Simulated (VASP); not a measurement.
Consider the following.

```yaml
crystal:
  lattice:
    - [4.62592, 0.00000, 0.00000]
    - [0.00000, 4.62592, 0.00000]
    - [0.00000, 0.00000, 3.05467]
  atoms:
    - { symbol: Mg, position: [0.00000, 0.00000, 0.00000] }
    - { symbol: Mg, position: [0.50000, 0.50000, 0.50000] }
    - { symbol: F, position: [0.30300, 0.30300, 0.00000] }
    - { symbol: F, position: [0.80300, 0.19700, 0.50000] }
    - { symbol: F, position: [0.19700, 0.80300, 0.50000] }
    - { symbol: F, position: [0.69700, 0.69700, 0.00000] }
```

Level of theory: PBEsol GGA, VASP's PBE PAW potentials (set 64) (plane waves; VASP). Settings: PREC = Normal, EDIFF = 1E-5, 450 eV cut-off, 7×7×10 Γ-centred mesh, Gaussian smearing of 0.050 eV, potentials Mg F.

At this cut-off the stress carries a Pulay error, which pulls relaxed volumes low.

Task: Give the stress tensor in GPa (positive for a compressed cell).

Result: 
```
-2.75   0.00   0.00
 0.00  -2.75   0.00
 0.00   0.00  -2.66
```
The pressure is its mean diagonal, -2.72 GPa.

The compound is MgF2 in the rutile structure. It was relaxed first.
